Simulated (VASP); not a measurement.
# NiSb (Breithauptite) with AM05 + U: from relaxation to properties, part 6 of 11

Aim: relax NiSb (Breithauptite), then compute properties on the relaxed cell. The start is a cell from a database of measured crystal structures.

VASP 6.6.1, plane waves and PAW; the level of theory is named at each step.

Still holding for the runs below: The k-mesh is coarse for a metal. A U on the itinerant d states of such a compound is hard to justify; it moves the bands at the Fermi level.

So far. Step 6 (Magnetic start: antiferromagnetic, q = (1/2, 1/2, 0)): The energy lies +0.7 meV an atom from the first pattern, and both runs end without moments, so a difference comes from cell, mesh or thresholds alone. The moments fall under 0.1 μB, and the mesh shows no gap. Step 7 (The orders side by side): All patterns lost their moments. Runs that ended non-magnetic differ by up to 5.4 meV an atom among themselves, which can come from the unlike meshes of the cells or from a run that isn't fully settled.

The database entry behind the starting cell differs from later determinations by our own check (c about 0.3 % short), so it need not match the best structure at ambient conditions.

### 8. Full relaxation (AM05 + U)

This step: AM05, DFT+U (Ni d 4 eV), zero-moment start; plane waves and PAW (Ni, Sb) (VASP 6.6.1).

System of this step: NiSb (Breithauptite). The structure is hexagonal, space group P6_3/mmc (No. 194). Conventional cell: a = 3.928 Å, b = 3.928 Å, c = 5.120 Å, α = 90.00°, β = 90.00°, γ = 120.00°. Nearest to Ni lie 2 Ni at 2.56 Å and 6 Sb at 2.60 Å. Sb has 6 Ni at 2.60 Å nearest. Farther neighbours are not listed.

The start need not lie at this functional's minimum. ISIF = 3 frees volume, shape and positions, and EDIFFG sets the threshold on forces and stress at which the search stops.

Input file INCAR:

```
SYSTEM = NiSb
PREC = Accurate
ENCUT = 400
EDIFF = 1E-06
NELM = 100
ISMEAR = 0
SIGMA = 0.05
LREAL = .FALSE.
ALGO = Normal
GGA = AM
NBANDS = 23
ISPIN = 2
MAGMOM = -0 -0 0 0
LDAU = .TRUE.
LDAUTYPE = 2
LDAUL = 2 -1
LDAUU = 4 0
LDAUJ = 0 0
LDAUPRINT = 1
LASPH = .TRUE.
LMAXMIX = 4
LORBIT = 11
LWAVE = .FALSE.
LCHARG = .FALSE.
KPAR = 8
IBRION = 2
NSW = 60
ISIF = 3
EDIFFG = -0.01
```

Input file POSCAR:

```
NiSb
1.0
    3.9280000000      0.0000000000      0.0000000000
   -1.9640000000      3.4017477861      0.0000000000
    0.0000000000      0.0000000000      5.1200000000
Ni Sb
2 2
Direct
    0.0000000000      0.0000000000      0.0000000000
    0.0000000000      0.0000000000      0.5000000000
    0.3333333333      0.6666666667      0.2500000000
    0.6666666667      0.3333333333      0.7500000000
```

Input file KPOINTS:

```
Automatic mesh
0
Gamma
6 6 4
0 0 0
```

The projector-augmented-wave data sets are Ni and Sb (PBE family, release 64).

The run is started by

```bash
mpirun -np 8 vasp_std
```

The program printed:

```text
[... set-up lines as in an earlier step ...]
 entering main loop
       N       E                     dE             d eps       ncg     rms          rms(c)
DAV:   1     0.155577833900E+03    0.15558E+03   -0.10494E+04  1932   0.111E+03
DAV:   2    -0.930201090734E+01   -0.16488E+03   -0.15751E+03  2079   0.256E+02
DAV:   3    -0.173342259941E+02   -0.80322E+01   -0.79226E+01  2332   0.726E+01
DAV:   4    -0.174721129043E+02   -0.13789E+00   -0.13782E+00  2256   0.920E+00
DAV:   5    -0.174762861140E+02   -0.41732E-02   -0.41731E-02  2346   0.160E+00    0.992E+00
DAV:   6    -0.176620184652E+02   -0.18573E+00   -0.62808E+00  2170   0.447E+01    0.747E+00
DAV:   7    -0.168966312205E+02    0.76539E+00   -0.31110E+00  2296   0.341E+01    0.387E+00
DAV:   8    -0.168371267989E+02    0.59504E-01   -0.43099E-01  2230   0.649E+00    0.566E-01
DAV:   9    -0.168346593700E+02    0.24674E-02   -0.17150E-02  2565   0.151E+00    0.329E-01
DAV:  10    -0.168349942234E+02   -0.33485E-03   -0.31505E-03  2172   0.505E-01    0.183E-01
DAV:  11    -0.168351818809E+02   -0.18766E-03   -0.11512E-03  2800   0.537E-01    0.714E-02
DAV:  12    -0.168352101443E+02   -0.28263E-04   -0.29324E-04  2093   0.152E-01    0.633E-02
DAV:  13    -0.168352041251E+02    0.60192E-05   -0.25684E-05  2687   0.457E-02    0.594E-03
DAV:  14    -0.168352049781E+02   -0.85308E-06   -0.41068E-06  2255   0.146E-02
   1 F= -.16835205E+02 E0= -.16832713E+02  d E =-.168352E+02  mag=    -0.0000
 curvature:   0.00 expect dE= 0.000E+00 dE for cont linesearch  0.000E+00
 trial: gam= 0.00000 g(F)=  0.473E-46 g(S)=  0.276E+00 ort = 0.000E+00 (trialstep = 0.100E+01)
 search vector abs. value=  0.276E+00
 bond charge predicted
       N       E                     dE             d eps       ncg     rms          rms(c)
DAV:   1    -0.222253475287E+02   -0.53901E+01   -0.49769E+01  2226   0.104E+02    0.231E+01
DAV:   2    -0.272349530818E+02   -0.50096E+01   -0.84193E+01  2170   0.170E+02    0.255E+01
DAV:   3    -0.169573166896E+02    0.10278E+02   -0.29177E+01  2240   0.103E+02    0.478E+00
DAV:   4    -0.169131080781E+02    0.44209E-01   -0.21174E+00  2584   0.140E+01    0.308E+00
DAV:   5    -0.168574990565E+02    0.55609E-01   -0.16399E-01  2687   0.517E+00    0.173E+00
DAV:   6    -0.168513711436E+02    0.61279E-02   -0.44470E-02  2352   0.292E+00    0.420E-01
DAV:   7    -0.168508926895E+02    0.47845E-03   -0.66340E-03  2396   0.132E+00    0.160E-01
DAV:   8    -0.168509008035E+02   -0.81140E-05   -0.40613E-04  2341   0.262E-01    0.502E-02
DAV:   9    -0.168508901833E+02    0.10620E-04   -0.62885E-05  2732   0.112E-01    0.304E-02
DAV:  10    -0.168508924623E+02   -0.22790E-05   -0.77393E-06  2045   0.194E-02    0.816E-03
DAV:  11    -0.168508921506E+02    0.31170E-06   -0.41001E-07  1141   0.683E-03
   2 F= -.16850892E+02 E0= -.16847515E+02  d E =-.156872E-01  mag=     0.0002
[...]
3 F= -.16913035E+02 E0= -.16909953E+02  d E =-.778296E-01  mag=     0.0000
[...]
4 F= -.16913025E+02 E0= -.16909916E+02  d E =-.778201E-01  mag=     0.0000
[...]
5 F= -.16913114E+02 E0= -.16910035E+02  d E =-.890110E-04  mag=     0.0000
[...]
6 F= -.16913119E+02 E0= -.16910033E+02  d E =-.937351E-04  mag=     0.0000
[...]
7 F= -.16913118E+02 E0= -.16910035E+02  d E =-.932975E-04  mag=     0.0000
[...]
8 F= -.16913117E+02 E0= -.16910035E+02  d E =-.922877E-04  mag=     0.0000
 curvature:  -0.41 expect dE=-0.324E-04 dE for cont linesearch -0.270E-06
 trial: gam= 0.33184 g(F)=  0.759E-48 g(S)=  0.783E-04 ort =-0.134E-04 (trialstep = 0.895E+00)
 search vector abs. value=  0.998E-04
 bond charge predicted
       N       E                     dE             d eps       ncg     rms          rms(c)
DAV:   1    -0.169134997210E+02   -0.38201E-03   -0.57912E-03  2382   0.829E-01    0.159E-01
DAV:   2    -0.169136858967E+02   -0.18618E-03   -0.38800E-03  2312   0.119E+00    0.181E-01
DAV:   3    -0.169131808765E+02    0.50502E-03   -0.16309E-03  2240   0.790E-01    0.406E-02
DAV:   4    -0.169131521717E+02    0.28705E-04   -0.57461E-05  2472   0.805E-02    0.914E-03
DAV:   5    -0.169131518024E+02    0.36931E-06   -0.73392E-06  2206   0.376E-02
   9 F= -.16913152E+02 E0= -.16910044E+02  d E =-.344181E-04  mag=     0.0000
 trial-energy change:   -0.000034  1 .order   -0.000019   -0.000066    0.000028
 step:   0.7488(harm=  0.6294)  dis= 0.00000  next Energy=   -16.913154 (dE=-0.366E-04)
 reached required accuracy - stopping structural energy minimisation
```

Wall time 94 s (8 MPI ranks of AMD EPYC 7R43, shared host); peak memory 1.7 GiB; 12 min of CPU time.

Parts of OUTCAR (step 8):

```text
   k-points           NKPTS =     21   k-points in BZ     NKDIM =     21   number of bands    NBANDS=     23

   NELECT =      30.0000    total number of electrons

atom =   1  type =  1  l = 2

 onsite density matrix

spin component  1

  0.8739  0.0000  0.0000  0.0468 -0.0000
  0.0000  0.8623  0.0000 -0.0000  0.0468
  0.0000  0.0000  0.8945  0.0000  0.0000
  0.0468 -0.0000  0.0000  0.8623  0.0000
 -0.0000  0.0468  0.0000  0.0000  0.8739

spin component  2

 occupancies and eigenvectors

  o =  0.8209  v =  0.0000  0.0000  0.0000  0.0000  0.0000  0.6620 -0.0000 -0.0000 -0.7495  0.0000      0.0000  0.0000  0.0000  0.0000  0.0000  0.0000  0.0000  0.0000  0.0000  0.0000
  o =  0.8209  v =  0.0000  0.0000  0.0000  0.0000  0.0000  0.0000  0.7495  0.0000 -0.0000 -0.6620      0.0000  0.0000  0.0000  0.0000  0.0000  0.0000  0.0000  0.0000  0.0000  0.0000
  o =  0.8209  v =  0.6620 -0.0000 -0.0000 -0.7495  0.0000  0.0000  0.0000  0.0000  0.0000  0.0000      0.0000  0.0000  0.0000  0.0000  0.0000  0.0000  0.0000  0.0000  0.0000  0.0000
  o =  0.8209  v =  0.0000  0.7495  0.0000 -0.0000 -0.6620  0.0000  0.0000  0.0000  0.0000  0.0000      0.0000  0.0000  0.0000  0.0000  0.0000  0.0000  0.0000  0.0000  0.0000  0.0000
  o =  0.8945  v =  0.0000  0.0000  0.0000  0.0000  0.0000 -0.0000 -0.0000  1.0000 -0.0000 -0.0000      0.0000  0.0000  0.0000  0.0000  0.0000  0.0000  0.0000  0.0000  0.0000  0.0000
  o =  0.8945  v = -0.0000 -0.0000  1.0000 -0.0000 -0.0000  0.0000  0.0000  0.0000  0.0000  0.0000      0.0000  0.0000  0.0000  0.0000  0.0000  0.0000  0.0000  0.0000  0.0000  0.0000
  o =  0.9153  v =  0.0000  0.0000  0.0000  0.0000  0.0000  0.7495  0.0000  0.0000  0.6620  0.0000      0.0000  0.0000  0.0000  0.0000  0.0000  0.0000  0.0000  0.0000  0.0000  0.0000
  o =  0.9153  v =  0.0000  0.0000  0.0000  0.0000  0.0000  0.0000 -0.6620 -0.0000  0.0000 -0.7495      0.0000  0.0000  0.0000  0.0000  0.0000  0.0000  0.0000  0.0000  0.0000  0.0000
  o =  0.9153  v =  0.7495  0.0000  0.0000  0.6620  0.0000  0.0000  0.0000  0.0000  0.0000  0.0000      0.0000  0.0000  0.0000  0.0000  0.0000  0.0000  0.0000  0.0000  0.0000  0.0000
  o =  0.9153  v =  0.0000 -0.6620 -0.0000  0.0000 -0.7495  0.0000  0.0000  0.0000  0.0000  0.0000      0.0000  0.0000  0.0000  0.0000  0.0000  0.0000  0.0000  0.0000  0.0000  0.0000

atom =   2  type =  1  l = 2

 onsite density matrix

spin component  1

  0.8739  0.0000  0.0000 -0.0468 -0.0000
  0.0000  0.8623 -0.0000 -0.0000 -0.0468
  0.0000 -0.0000  0.8945 -0.0000  0.0000
 -0.0468 -0.0000 -0.0000  0.8623 -0.0000
 -0.0000 -0.0468  0.0000 -0.0000  0.8739

spin component  2

 occupancies and eigenvectors

  o =  0.8209  v =  0.0000  0.0000  0.0000  0.0000  0.0000  0.6620  0.0000 -0.0000  0.7495  0.0000      0.0000  0.0000  0.0000  0.0000  0.0000  0.0000  0.0000  0.0000  0.0000  0.0000
  o =  0.8209  v =  0.0000  0.0000  0.0000  0.0000  0.0000  0.0000 -0.7495  0.0000  0.0000 -0.6620      0.0000  0.0000  0.0000  0.0000  0.0000  0.0000  0.0000  0.0000  0.0000  0.0000
  o =  0.8209  v = -0.6620  0.0000  0.0000 -0.7495 -0.0000  0.0000  0.0000  0.0000  0.0000  0.0000      0.0000  0.0000  0.0000  0.0000  0.0000  0.0000  0.0000  0.0000  0.0000  0.0000
  o =  0.8209  v =  0.0000 -0.7495  0.0000  0.0000 -0.6620  0.0000  0.0000  0.0000  0.0000  0.0000      0.0000  0.0000  0.0000  0.0000  0.0000  0.0000  0.0000  0.0000  0.0000  0.0000
  o =  0.8945  v =  0.0000  0.0000  0.0000  0.0000  0.0000 -0.0000  0.0000  1.0000  0.0000 -0.0000      0.0000  0.0000  0.0000  0.0000  0.0000  0.0000  0.0000  0.0000  0.0000  0.0000
  o =  0.8945  v =  0.0000  0.0000  1.0000  0.0000 -0.0000  0.0000  0.0000  0.0000  0.0000  0.0000      0.0000  0.0000  0.0000  0.0000  0.0000  0.0000  0.0000  0.0000  0.0000  0.0000
  o =  0.9153  v =  0.0000  0.0000  0.0000  0.0000  0.0000  0.7495 -0.0000  0.0000 -0.6620  0.0000      0.0000  0.0000  0.0000  0.0000  0.0000  0.0000  0.0000  0.0000  0.0000  0.0000
  o =  0.9153  v =  0.0000  0.0000  0.0000  0.0000  0.0000  0.0000  0.6620 -0.0000 -0.0000 -0.7495      0.0000  0.0000  0.0000  0.0000  0.0000  0.0000  0.0000  0.0000  0.0000  0.0000
  o =  0.9153  v = -0.7495  0.0000 -0.0000  0.6620  0.0000  0.0000  0.0000  0.0000  0.0000  0.0000      0.0000  0.0000  0.0000  0.0000  0.0000  0.0000  0.0000  0.0000  0.0000  0.0000
  o =  0.9153  v =  0.0000  0.6620 -0.0000  0.0000 -0.7495  0.0000  0.0000  0.0000  0.0000  0.0000      0.0000  0.0000  0.0000  0.0000  0.0000  0.0000  0.0000  0.0000  0.0000  0.0000

 E-fermi :  10.5448

 spin component 1
 k-point     1 :       0.0000    0.0000    0.0000
  band No.  band energies     occupation
    ...
      9       7.7465      1.00000
     10       7.7465      1.00000
     11       8.6164      1.00000
     12       8.6164      1.00000
     13      10.0471      1.00000
     14      11.4185      0.00000
     15      11.4185      0.00000
     16      13.1113      0.00000
     17      13.1113      0.00000
     18      13.8777      0.00000
    ...

 k-point     2 :       0.1667    0.0000    0.0000
  band No.  band energies     occupation
    ...
     11       8.5785      1.00000
     12       8.6166      1.00000
     13       9.3637      1.00000
     14       9.9264      1.00000
     15      10.2411      1.00000
     16      12.1266      0.00000
     17      14.0696      0.00000
     18      14.1691      0.00000
     19      15.3679      0.00000
     20      16.6884      0.00000
    ...

  Total        0.0289076      0.0289076      0.0113826     -0.0000000     -0.0000000      0.0000000
  in kB        0.7148001      0.7148001      0.2814576     -0.0000000     -0.0000000      0.0000000
  external PRESSURE =       0.5703526 kB  Pullay stress =       0.0000000 kB

 POSITION                                       TOTAL-FORCE (eV/Angst)
 -----------------------------------------------------------------------------------
      0.00000      0.00000      0.00000        -0.000000     -0.000000      0.000000
      0.00000     -0.00000      2.52336        -0.000000      0.000000      0.000000
     -0.00000      2.22300      1.26168         0.000000      0.000000     -0.000000
      1.92517      1.11150      3.78503        -0.000000      0.000000      0.000000
 -----------------------------------------------------------------------------------
    total drift:                               -0.000000      0.000000      0.000000

  FREE ENERGIE OF THE ION-ELECTRON SYSTEM (eV)
  ---------------------------------------------------
  free  energy   TOTEN  =       -16.9131518024 eV

  energy  without entropy=      -16.9069353124  energy(sigma->0) =      -16.91004356

 reached required accuracy - stopping structural energy minimisation

 magnetization (x)
# of ion       s       p       d       tot
------------------------------------------
    1        0.000   0.000   0.000   0.000
    2        0.000   0.000   0.000   0.000
    3        0.000   0.000   0.000   0.000
    4        0.000   0.000   0.000   0.000
--------------------------------------------------
tot          0.000   0.000   0.000   0.000

[... 6 parts as in an earlier step ...]

[... 11 further parts left out ...]
```

This run allows spin, but its moments start at zero, where symmetry between the spins tends to hold them, which is where the search above led. The run keeps the 24 symmetry operations of its start, so it cannot find a distortion of lower symmetry.

Relaxation path:

```csv
step,energy less that of the first step (eV),largest force (eV/Å),pressure (GPa),volume (Å³)
1,0.0000,0.0000,-6.45,68.41
2,-0.0157,0.0000,7.00,61.82
3,-0.0778,0.0000,-0.08,64.80
4,-0.0778,0.0000,0.14,64.73
5,-0.0779,0.0000,-0.15,64.85
6,-0.0779,0.0000,-0.04,64.82
7,-0.0779,0.0000,-0.06,64.83
8,-0.0779,0.0000,-0.09,64.84
9,-0.0779,0.0000,0.06,64.79
```

```csv
"conventional cell, symmetrised",before,after,change
a (Å),3.928,3.850,-2.0 %
b (Å),3.928,3.850,-2.0 %
c (Å),5.120,5.047,-1.4 %
volume (Å³/atom),17.10,16.20,-5.3 %
```

The relaxed structure:

```
Ni Sb
1.0
     3.85034    0.00000    0.00000
    -1.92517    3.33450    0.00000
     0.00000    0.00000    5.04671
Ni Sb
2 2
Direct
  0.00000 0.00000 0.00000
  0.00000 0.00000 0.50000
  0.33333 0.66667 0.25000
  0.66667 0.33333 0.75000
```

Numbers from this step:

| Quantity | Value |
| --- | --- |
| electrons | 30 |
| bands | 23 |
| irreducible k-points | 21 |
| symmetry operations | 24 |
| free energy (TOTEN) | -16.91 eV |
| energy at zero smearing | -16.91 eV |
| Fermi energy | 10.54 eV |
| pressure | 0.05704 GPa |
| SCF cycles over all ionic steps | 68 |

It ends with forces that vanish by symmetry and a pressure of 0.06 GPa.

[end of part 6 of 11]

[Lines on the potential files, build, host, timing and source positions are cut from VASP's logs without a mark.]

[Logs are printed without paths, hosts, clocks, repeated set-up lines and the standing remarks that a program may print on its own settings, such as how far it seeks lower states.]

[Hosts, paths, dates, database ids (printed as entryN), source tags and the programs' standing remarks are cut or masked in the printed files.]

[A measured line is paired with the nearest computed mode of its activity, which favours agreement.]

[In band tables of VASP the shares of atoms and orbitals are scaled to a sum of 1 inside the atoms' spheres.]
